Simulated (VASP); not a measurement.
Level of theory: r2SCAN meta-GGA, VASP's PBE PAW potentials (set 64) (plane waves; VASP 6.6.1).

VASP input:

INCAR:
```
# general
SYSTEM =TiC
PREC   =Accurate
ENCUT  =520
LREAL  =.False.
LASPH  =.True.

# electronic loop
EDIFF  =1E-6
NELM   =100
ALGO   =Normal
LMAXMIX=4
LMIXTAU=.True.

# smearing
ISMEAR =1
SIGMA  =0.1

# functional
METAGGA=R2SCAN

# ions
IBRION =2
NSW    =60
ISIF   =3
EDIFFG =-0.02

# output
LWAVE  =.False.
LCHARG =.False.
```

**POSCAR**
```
TiC
1.0
  1.4802580764  -4.6581379547   0.0000000000
  1.4802580764   4.6581379547   0.0000000000
  0.0000000000   0.0000000000   3.0886228499
C Ti
2 2
direct
  0.6332686762   0.3667313238   0.2500000000
  0.3667313238   0.6332686762   0.7500000000
  0.8629892674   0.1370107326   0.2500000000
  0.1370107326   0.8629892674   0.7500000000
```

### KPOINTS
```
Automatic mesh
0
Gamma
10 10 9
0 0 0
```

POTCAR, in this order: C Ti_sv (PBE.64 set). Program: vasp_std.

The run wrote:

### OSZICAR
```
       N       E                     dE             d eps       ncg     rms          rms(c)
DAV:   1     0.354133246862E+03    0.35413E+03   -0.17107E+04  6208   0.200E+03
DAV:   2    -0.999534078537E+01   -0.36413E+03   -0.35436E+03  6256   0.555E+02
DAV:   3    -0.627518989869E+02   -0.52757E+02   -0.50848E+02 11360   0.170E+02
DAV:   4    -0.660288003046E+02   -0.32769E+01   -0.32592E+01  8204   0.429E+01
DAV:   5    -0.662071856053E+02   -0.17839E+00   -0.17831E+00  9176   0.866E+00    0.266E+01
DAV:   6    -0.496570621333E+02    0.16550E+02   -0.92027E+01  8184   0.997E+01    0.911E+00
DAV:   7    -0.476105874351E+02    0.20465E+01   -0.14467E+01  8344   0.316E+01    0.520E+00
DAV:   8    -0.478791751152E+02   -0.26859E+00   -0.36820E+00  9936   0.124E+01    0.329E+00
DAV:   9    -0.477063281214E+02    0.17285E+00   -0.67723E-01  9036   0.640E+00    0.140E+00
DAV:  10    -0.477941658720E+02   -0.87838E-01   -0.85108E-01  8196   0.718E+00    0.877E-01
DAV:  11    -0.478404382968E+02   -0.46272E-01   -0.58687E-02  9516   0.203E+00    0.454E-01
DAV:  12    -0.478527963997E+02   -0.12358E-01   -0.75473E-03  8600   0.586E-01    0.290E-01
DAV:  13    -0.478766112806E+02   -0.23815E-01   -0.26640E-02  6608   0.134E+00    0.100E-01
DAV:  14    -0.478769780810E+02   -0.36680E-03   -0.32150E-03  9684   0.457E-01    0.444E-02
DAV:  15    -0.478766085904E+02    0.36949E-03   -0.42268E-04  7524   0.211E-01    0.259E-02
DAV:  16    -0.478769239447E+02   -0.31535E-03   -0.38651E-04  6828   0.183E-01    0.181E-02
DAV:  17    -0.478770021392E+02   -0.78194E-04   -0.56607E-05  8980   0.747E-02    0.120E-02
DAV:  18    -0.478770026263E+02   -0.48712E-06   -0.54227E-06  6148   0.185E-02
   1 F= -.47877003E+02 E0= -.47876999E+02  d E =-.478770E+02
       N       E                     dE             d eps       ncg     rms          rms(c)
DAV:   1    -0.478788143431E+02   -0.18122E-02   -0.79265E-02  6360   0.399E+00    0.310E-01
DAV:   2    -0.478777704733E+02    0.10439E-02   -0.88819E-03  6816   0.109E+00    0.142E-01
DAV:   3    -0.478774222108E+02    0.34826E-03   -0.11317E-03  8768   0.318E-01    0.503E-02
DAV:   4    -0.478774021764E+02    0.20034E-04   -0.29459E-04  9964   0.158E-01    0.300E-02
DAV:   5    -0.478774225592E+02   -0.20383E-04   -0.59493E-05  8504   0.731E-02    0.143E-02
DAV:   6    -0.478774258480E+02   -0.32888E-05   -0.37079E-05  9872   0.378E-02    0.832E-03
DAV:   7    -0.478774260725E+02   -0.22445E-06   -0.39349E-06  5924   0.169E-02
   2 F= -.47877426E+02 E0= -.47877451E+02  d E =-.423446E-03
       N       E                     dE             d eps       ncg     rms          rms(c)
DAV:   1    -0.478905057281E+02   -0.13080E-01   -0.70869E-01  6316   0.119E+01    0.932E-01
DAV:   2    -0.478808962620E+02    0.96095E-02   -0.80571E-02  6716   0.327E+00    0.427E-01
DAV:   3    -0.478776726786E+02    0.32236E-02   -0.10311E-02  8764   0.946E-01    0.155E-01
DAV:   4    -0.478774903222E+02    0.18236E-03   -0.28680E-03  9924   0.502E-01    0.925E-02
DAV:   5    -0.478777043527E+02   -0.21403E-03   -0.50138E-04  8516   0.211E-01    0.445E-02
DAV:   6    -0.478777528357E+02   -0.48483E-04   -0.31744E-04  9892   0.110E-01    0.233E-02
DAV:   7    -0.478777610136E+02   -0.81780E-05   -0.34453E-05  7696   0.500E-02    0.154E-02
DAV:   8    -0.478777608109E+02    0.20272E-06   -0.84035E-06  6812   0.213E-02
   3 F= -.47877761E+02 E0= -.47877802E+02  d E =-.758185E-03
       N       E                     dE             d eps       ncg     rms          rms(c)
DAV:   1    -0.478783050433E+02   -0.54403E-03   -0.27783E-02  6324   0.236E+00    0.185E-01
DAV:   2    -0.478779267175E+02    0.37833E-03   -0.32215E-03  6816   0.648E-01    0.852E-02
DAV:   3    -0.478777981363E+02    0.12858E-03   -0.38781E-04  8700   0.183E-01    0.317E-02
DAV:   4    -0.478777904769E+02    0.76594E-05   -0.11041E-04  9976   0.964E-02    0.183E-02
DAV:   5    -0.478778005628E+02   -0.10086E-04   -0.17219E-05  7184   0.398E-02    0.902E-03
DAV:   6    -0.478778056657E+02   -0.51030E-05   -0.11266E-05  8636   0.222E-02    0.429E-03
DAV:   7    -0.478778058731E+02   -0.20740E-06   -0.11699E-06  4008   0.106E-02
   4 F= -.47877806E+02 E0= -.47877850E+02  d E =-.803247E-03
       N       E                     dE             d eps       ncg     rms          rms(c)
DAV:   1    -0.478778029906E+02    0.26751E-05   -0.25766E-02  7112   0.286E+00    0.839E-02
DAV:   2    -0.478780290434E+02   -0.22605E-03   -0.35977E-03  6224   0.578E-01    0.560E-02
DAV:   3    -0.478779690007E+02    0.60043E-04   -0.28009E-04  7896   0.218E-01    0.212E-02
DAV:   4    -0.478779884110E+02   -0.19410E-04   -0.59370E-05  7536   0.806E-02    0.556E-03
DAV:   5    -0.478779883623E+02    0.48674E-07   -0.82385E-06  7288   0.314E-02
   5 F= -.47877988E+02 E0= -.47878028E+02  d E =-.182489E-03
       N       E                     dE             d eps       ncg     rms          rms(c)
DAV:   1    -0.478770364607E+02    0.95195E-03   -0.15834E-01  7108   0.709E+00    0.208E-01
DAV:   2    -0.478784238013E+02   -0.13873E-02   -0.22099E-02  6228   0.144E+00    0.139E-01
DAV:   3    -0.478780590443E+02    0.36476E-03   -0.17018E-03  7828   0.532E-01    0.525E-02
DAV:   4    -0.478781744311E+02   -0.11539E-03   -0.36277E-04  7496   0.199E-01    0.137E-02
DAV:   5    -0.478781743767E+02    0.54325E-07   -0.54263E-05  7328   0.784E-02    0.732E-03
DAV:   6    -0.478781801729E+02   -0.57962E-05   -0.16229E-05  7964   0.577E-02    0.354E-03
DAV:   7    -0.478781803353E+02   -0.16238E-06   -0.15140E-06  4796   0.132E-02
   6 F= -.47878180E+02 E0= -.47878201E+02  d E =-.374462E-03
       N       E                     dE             d eps       ncg     rms          rms(c)
DAV:   1    -0.478783247499E+02   -0.14458E-03   -0.23037E-02  7276   0.279E+00    0.123E-01
DAV:   2    -0.478783467441E+02   -0.21994E-04   -0.32832E-03  7072   0.618E-01    0.531E-02
DAV:   3    -0.478783192333E+02    0.27511E-04   -0.27321E-04  9104   0.181E-01    0.242E-02
DAV:   4    -0.478783159677E+02    0.32656E-05   -0.69860E-05  9640   0.762E-02    0.105E-02
DAV:   5    -0.478783184315E+02   -0.24638E-05   -0.53042E-06  6412   0.226E-02    0.601E-03
DAV:   6    -0.478783186040E+02   -0.17250E-06   -0.23107E-06  5404   0.119E-02
   7 F= -.47878319E+02 E0= -.47878334E+02  d E =-.138269E-03
       N       E                     dE             d eps       ncg     rms          rms(c)
DAV:   1    -0.478784414842E+02   -0.12305E-03   -0.79482E-02  7280   0.519E+00    0.227E-01
DAV:   2    -0.478784898066E+02   -0.48322E-04   -0.11191E-02  7032   0.115E+00    0.975E-02
DAV:   3    -0.478783962411E+02    0.93566E-04   -0.93102E-04  9056   0.337E-01    0.437E-02
DAV:   4    -0.478783878914E+02    0.83496E-05   -0.23823E-04  9744   0.139E-01    0.193E-02
DAV:   5    -0.478783986451E+02   -0.10754E-04   -0.17923E-05  7712   0.400E-02    0.112E-02
DAV:   6    -0.478784015782E+02   -0.29331E-05   -0.90051E-06  9508   0.196E-02    0.780E-03
DAV:   7    -0.478784014437E+02    0.13444E-06   -0.51034E-06  8056   0.159E-02
   8 F= -.47878401E+02 E0= -.47878405E+02  d E =-.221108E-03
```

OUTCAR:
```
------------------------ aborting loop because EDIFF is reached ----------------------------------------
  FORCE on cell =-STRESS in cart. coord.  units (eV):
  Direction    XX          YY          ZZ          XY          YZ          ZX
  --------------------------------------------------------------------------------------
  Total       -0.0199922     -0.0079208     -0.0038375      0.0000000     -0.0000000      0.0000000
  in kB       -0.7455074     -0.2953651     -0.1430996      0.0000000     -0.0000000      0.0000000
  external PRESSURE =      -0.3946574 kB  Pullay stress =       0.0000000 kB
  volume of cell :       42.97
      direct lattice vectors                 reciprocal lattice vectors
     1.481435127 -4.706466104  0.000000000     0.337510561 -0.106236822  0.000000000
     1.481435127  4.706466104 -0.000000000     0.337510561  0.106236822 -0.000000000
     0.000000000  0.000000000  3.081142923     0.000000000  0.000000000  0.324554889
 POSITION                                       TOTAL-FORCE (eV/Angst)
 -----------------------------------------------------------------------------------
      1.48144     -1.26606      0.77029         0.000000     -0.015173      0.000000
      1.48144      1.26606      2.31086         0.000000      0.015173     -0.000000
      1.48144     -3.40737      0.77029         0.000000     -0.012240      0.000000
      1.48144      3.40737      2.31086         0.000000      0.012240     -0.000000
 -----------------------------------------------------------------------------------
    total drift:                                0.000000     -0.000000     -0.000000
  FREE ENERGIE OF THE ION-ELECTRON SYSTEM (eV)
  ---------------------------------------------------
  free  energy   TOTEN  =       -47.8784014437 eV

  energy  without entropy=      -47.8784133440  energy(sigma->0) =      -47.87840541

 reached required accuracy - stopping structural energy minimisation
```
(Selected blocks of OUTCAR.)

File CONTCAR:
```
TiC
   1.00000000000000
     1.4814351267134283   -4.7064661043099445    0.0000000000000000
     1.4814351267134283    4.7064661043099445   -0.0000000000000000
     0.0000000000000000    0.0000000000000000    3.0811429231354723
  C               Ti
     2     2
Direct
     0.6345024066661398    0.3654975933338603    0.2500000000000000
     0.3654975933338603    0.6345024066661398    0.7500000000000000
     0.8619881358474852    0.1380118641525148    0.2500000000000000
     0.1380118641525148    0.8619881358474852    0.7500000000000000
```

**OUTCAR**
```
 val. band max:        9.0160544363   @ k =  -0.3000   0.3000   0.0000

 cond. band min:       9.0394478804   @ k =   0.0000   0.0000   0.0000


 Fermi energy:         9.0334060654

 k-point     1 :       0.0000    0.0000    0.0000
  band No.  band energies     occupation
      1     -50.1200      2.00000
      2     -50.0295      2.00000
      3     -25.6620      2.00000
      4     -25.2298      2.00000
      5     -25.2232      2.00000
      6     -25.1198      2.00000
      7     -25.0717      2.00000
      8     -25.0439      2.00000
      9      -4.0909      2.00000
     10      -1.8719      2.00000
     11       4.7267      2.00000
     12       7.7210      2.00000
     13       8.5298      2.00000
     14       8.7385      2.00025
     15       9.0394      0.89795
     16       9.3346     -0.00017
     17       9.8993     -0.00000
     18       9.9763     -0.00000
     19      10.0580     -0.00000
     20      10.1719     -0.00000

 k-point     2 :       0.1000   -0.0000    0.0000
  band No.  band energies     occupation
      1     -50.1144      2.00000
      2     -50.0280      2.00000
      3     -25.6521      2.00000
      4     -25.2455      2.00000
      5     -25.2212      2.00000
      6     -25.1367      2.00000
      7     -25.0797      2.00000
      8     -25.0702      2.00000
      9      -3.9100      2.00000
     10      -1.7453      2.00000
     11       4.6925      2.00000
     12       7.1802      2.00000
     13       7.9869      2.00000
     14       8.1299      2.00000
     15       8.9914      1.64623
     16       9.2020     -0.03829
     17       9.3758     -0.00001
     18       9.8824     -0.00000
     19       9.9709     -0.00000
     20      10.5636     -0.00000

 k-point     3 :       0.2000   -0.0000    0.0000
  band No.  band energies     occupation
      1     -50.0994      2.00000
      2     -50.0247      2.00000
      3     -25.6269      2.00000
      4     -25.3181      2.00000
      5     -25.1976      2.00000
...
```

The structure was generated: TiC was put into the CrB type (Cmcm), which need not be its known phase. This run relaxes it. Symmetry was kept, so distortions that lower it aren't found. The start is the result of an earlier pass.
